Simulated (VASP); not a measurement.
Computed with PBE GGA with D4 dispersion, VASP's PBE PAW potentials (set 64) (plane waves; VASP).

The input files of a VASP run:

File KPOINTS:
```
Automatic mesh
0
Gamma
14 14 14
0 0 0
```

POSCAR:
```
In
1
   -1.6250000000     1.6250000000     2.4750000000
    1.6250000000    -1.6250000000     2.4750000000
    1.6250000000     1.6250000000    -2.4750000000
In
1
Direct
  0.0000000000   0.0000000000   0.0000000000
```

INCAR:
```
! general
SYSTEM   =  In
PREC     =  Accurate
ENCUT    =  520
LREAL    =  .FALSE.
LASPH    =  .TRUE.

! electronic loop
EDIFF    =  1E-6
NELM     =  100
ALGO     =  Normal
LMAXMIX  =  4

! smearing
ISMEAR   =  1
SIGMA    =  0.1

! functional
GGA      =  PE
IVDW     =  13

! ions
IBRION   =  2
NSW      =  60
ISIF     =  3
EDIFFG   =  -0.01

! output
LWAVE    =  .FALSE.
LCHARG   =  .FALSE.
```

POTCAR, in this order: In_d (PBE.64 set). Program: vasp_std.

Output

OSZICAR:
```
       N       E                     dE             d eps       ncg     rms          rms(c)
DAV:   1     0.709338994696E+02    0.70934E+02   -0.65909E+03  4932   0.164E+03
DAV:   2     0.141834378526E+00   -0.70792E+02   -0.69829E+02  4978   0.290E+02
DAV:   3    -0.251888556760E+01   -0.26607E+01   -0.26534E+01  5606   0.646E+01
DAV:   4    -0.257913377544E+01   -0.60248E-01   -0.60232E-01  6302   0.985E+00
DAV:   5    -0.258144895916E+01   -0.23152E-02   -0.23151E-02  5884   0.155E+00    0.230E+00
DAV:   6    -0.255842977167E+01    0.23019E-01   -0.44634E-02  5606   0.469E+00    0.114E+00
DAV:   7    -0.255393816050E+01    0.44916E-02   -0.14203E-02  5720   0.246E+00    0.258E-01
DAV:   8    -0.255365832713E+01    0.27983E-03   -0.81751E-04  6060   0.569E-01    0.326E-02
DAV:   9    -0.255366391358E+01   -0.55864E-05   -0.13477E-05  6534   0.558E-02    0.140E-02
DAV:  10    -0.255366472303E+01   -0.80945E-06   -0.11895E-06  3834   0.149E-02
   1 F= -.29114864E+01 E0= -.29114915E+01  d E =-.291149E+01
       N       E                     dE             d eps       ncg     rms          rms(c)
DAV:   1    -0.255691367515E+01   -0.32498E-02   -0.13087E-01  5552   0.764E+00    0.413E-01
DAV:   2    -0.255293098951E+01    0.39827E-02   -0.87157E-03  5548   0.219E+00    0.165E-01
DAV:   3    -0.255219738627E+01    0.73360E-03   -0.19733E-03  6390   0.105E+00    0.640E-02
DAV:   4    -0.255215263657E+01    0.44750E-04   -0.11803E-04  5454   0.202E-01    0.199E-02
DAV:   5    -0.255215402619E+01   -0.13896E-05   -0.12761E-05  7280   0.522E-02    0.138E-02
DAV:   6    -0.255215462211E+01   -0.59593E-06   -0.36085E-07  2750   0.831E-03
   2 F= -.29117510E+01 E0= -.29117834E+01  d E =-.264632E-03
       N       E                     dE             d eps       ncg     rms          rms(c)
DAV:   1    -0.255211778018E+01    0.36246E-04   -0.14114E-02  5528   0.252E+00    0.135E-01
DAV:   2    -0.255168824780E+01    0.42953E-03   -0.93003E-04  5526   0.715E-01    0.540E-02
DAV:   3    -0.255160988100E+01    0.78367E-04   -0.21432E-04  6388   0.345E-01    0.206E-02
DAV:   4    -0.255160707639E+01    0.28046E-05   -0.12741E-05  5438   0.661E-02    0.647E-03
DAV:   5    -0.255160748595E+01   -0.40956E-06   -0.87521E-07  2762   0.174E-02
   3 F= -.29117862E+01 E0= -.29118236E+01  d E =-.299841E-03
       N       E                     dE             d eps       ncg     rms          rms(c)
DAV:   1    -0.255246951956E+01   -0.86244E-03   -0.56261E-02  5514   0.503E+00    0.270E-01
DAV:   2    -0.255075775422E+01    0.17118E-02   -0.37278E-03  5522   0.143E+00    0.108E-01
DAV:   3    -0.255044261681E+01    0.31514E-03   -0.85203E-04  6408   0.688E-01    0.420E-02
DAV:   4    -0.255042556102E+01    0.17056E-04   -0.50824E-05  5394   0.132E-01    0.131E-02
DAV:   5    -0.255042646082E+01   -0.89980E-06   -0.54053E-06  6346   0.345E-02
   4 F= -.29117748E+01 E0= -.29118152E+01  d E =-.288422E-03
       N       E                     dE             d eps       ncg     rms          rms(c)
DAV:   1    -0.255132542591E+01   -0.89986E-03   -0.10445E-02  5518   0.218E+00    0.115E-01
DAV:   2    -0.255101490565E+01    0.31052E-03   -0.68697E-04  5520   0.614E-01    0.463E-02
DAV:   3    -0.255095528077E+01    0.59625E-04   -0.16022E-04  6400   0.298E-01    0.177E-02
DAV:   4    -0.255094864179E+01    0.66390E-05   -0.94142E-06  5392   0.568E-02    0.547E-03
DAV:   5    -0.255094818486E+01    0.45693E-06   -0.64834E-07  2598   0.151E-02
   5 F= -.29117938E+01 E0= -.29118341E+01  d E =-.307424E-03
       N       E                     dE             d eps       ncg     rms          rms(c)
DAV:   1    -0.255144910068E+01   -0.50046E-03   -0.45960E-03  5510   0.145E+00    0.764E-02
DAV:   2    -0.255131307330E+01    0.13603E-03   -0.30075E-04  5512   0.407E-01    0.306E-02
DAV:   3    -0.255128649726E+01    0.26576E-04   -0.70451E-05  6376   0.198E-01    0.119E-02
DAV:   4    -0.255128302020E+01    0.34771E-05   -0.41628E-06  5312   0.377E-02    0.378E-03
DAV:   5    -0.255128271652E+01    0.30368E-06   -0.28461E-07  2548   0.101E-02
   6 F= -.29117946E+01 E0= -.29118339E+01  d E =-.308246E-03
       N       E                     dE             d eps       ncg     rms          rms(c)
DAV:   1    -0.255293457009E+01   -0.16515E-02   -0.35055E-02  5638   0.278E+00    0.181E-01
DAV:   2    -0.255221281999E+01    0.72175E-03   -0.11564E-03  5516   0.791E-01    0.998E-02
DAV:   3    -0.255191751700E+01    0.29530E-03   -0.47828E-04  7080   0.593E-01    0.327E-02
DAV:   4    -0.255190380660E+01    0.13710E-04   -0.45181E-05  5578   0.131E-01    0.146E-02
DAV:   5    -0.255190259190E+01    0.12147E-05   -0.32736E-06  6058   0.369E-02    0.891E-03
DAV:   6    -0.255190256095E+01    0.30959E-07   -0.40611E-07  2536   0.968E-03
   7 F= -.29118848E+01 E0= -.29119142E+01  d E =-.902055E-04
       N       E                     dE             d eps       ncg     rms          rms(c)
DAV:   1    -0.255238732673E+01   -0.48473E-03   -0.76700E-03  5642   0.130E+00    0.844E-02
DAV:   2    -0.255223015579E+01    0.15717E-03   -0.25160E-04  5518   0.371E-01    0.465E-02
DAV:   3    -0.255216523840E+01    0.64917E-04   -0.10444E-04  7106   0.277E-01    0.155E-02
DAV:   4    -0.255216160943E+01    0.36290E-05   -0.98601E-06  5528   0.609E-02    0.703E-03
DAV:   5    -0.255216118822E+01    0.42121E-06   -0.35810E-07  2626   0.171E-02
   8 F= -.29118998E+01 E0= -.29119204E+01  d E =-.105152E-03
```

### OUTCAR
```
------------------------ aborting loop because EDIFF is reached ----------------------------------------
  Edisp (eV):   -0.35974
  FORCE on cell =-STRESS in cart. coord.  units (eV):
  Direction    XX          YY          ZZ          XY          YZ          ZX
  --------------------------------------------------------------------------------------
  Total       0.00226     0.00226     0.00381     0.00000    -0.00000     0.00000
  in kB       0.13935     0.13935     0.23508     0.00000    -0.00000     0.00000
  external pressure =        0.17 kB  Pullay stress =        0.00 kB
  volume of cell :       26.00
      direct lattice vectors                 reciprocal lattice vectors
    -1.616119715  1.616119715  2.488544636     0.000000000  0.309383021  0.200920648
     1.616119715 -1.616119715  2.488544636     0.309383021  0.000000000  0.200920648
     1.616119715  1.616119715 -2.488544636     0.309383021  0.309383021  0.000000000
 POSITION                                       TOTAL-FORCE (eV/Angst)
 -----------------------------------------------------------------------------------
      0.00000      0.00000      0.00000         0.000000      0.000000      0.000000
 -----------------------------------------------------------------------------------
    total drift:                               -0.000000     -0.000000     -0.000000
  FREE ENERGIE OF THE ION-ELECTRON SYSTEM (eV)
  ---------------------------------------------------
  free  energy   TOTEN  =        -2.9118997672 eV

  energy  without entropy=       -2.9119616401  energy(sigma->0) =       -2.91192039

 reached required accuracy - stopping structural energy minimisation
```
(Selected blocks of OUTCAR.)

**CONTCAR**
```
In
   1.00000000000000
    -1.6161197148435194    1.6161197148435194    2.4885446363236627
     1.6161197148435194   -1.6161197148435194    2.4885446363236627
     1.6161197148435194    1.6161197148435194   -2.4885446363236627
  In
     1
Direct
     0.0000000000000000    0.0000000000000000    0.0000000000000000
```

The compound is In in the bct structure. This run relaxes it. Symmetry was kept, so distortions that lower it aren't found.
